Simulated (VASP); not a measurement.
```
CELL_PARAMETERS angstrom
      1.57737    -2.73208     0.00000
      1.57737     2.73208     0.00000
      0.00000     0.00000     3.51197
ATOMIC_POSITIONS crystal
  Zr 0.00000 0.00000 0.00000
  B  0.33333 0.66667 0.50000
  B  0.66667 0.33333 0.50000
```

Computed with r2SCAN+rVV10, VASP's PBE PAW potentials (set 64) (plane waves; VASP 6.6.1). Numerical set-up: 520 eV cut-off, 10×10×8 Γ-centred mesh, first-order Methfessel-Paxton smearing of 0.10 eV, potentials Zr_sv B.

Task: The ions, cell shape and volume are relaxed. Predict the relaxed structure.

Result: 
```
CELL_PARAMETERS angstrom
      1.58176    -2.73969     0.00000
      1.58176     2.73969     0.00000
      0.00000     0.00000     3.55048
ATOMIC_POSITIONS crystal
  Zr 0.00000 0.00000 0.00000
  B  0.33333 0.66667 0.50000
  B  0.66667 0.33333 0.50000
```
Space group P6/mmm (191), at a tolerance of 0.03 Å.

Task: How do energy and volume change from the first to the last step?

Result: The energy (σ→0) changes by -2.5 meV/atom and the volume by +1.7 %, in 4 ionic steps.

The compound is ZrB2 in the AlB2 type structure. This run relaxes it. Symmetry was kept, so distortions that lower it aren't found.
